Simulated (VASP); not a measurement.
Space group Fm-3m (No. 225); a = b = c = 4.010 Å, α = β = γ = 90.00°

```csv
atom,site,symmetry,x,y,z
Li,4a,m-3m,0.0000,0.0000,0.0000
H,4b,m-3m,0.5000,0.5000,0.5000
```
(The calculation used a cell of 2 atoms; values per cell refer to that cell.)

The numbers are results of optB88-vdW, VASP's PBE PAW potentials (set 64) (plane waves; VASP), not measurements. Numerical set-up: 520 eV cut-off, 11×11×11 Γ-centred mesh, Gaussian smearing of 0.050 eV, potentials Li_sv H.

Problem. Give the energy at these volumes per atom, relative to the lowest: 7.52, 7.76, 8.00, 8.24, 8.48 Å³.

Solution. 4.3, 1.2, 0.0, 0.4, 2.3 meV/atom. A third-order Birch-Murnaghan fit gives B0 = 35.8 GPa and B0′ = 2.9.

The compound is LiH in the rock salt structure. It was relaxed first, which changed the volume by -5 %.
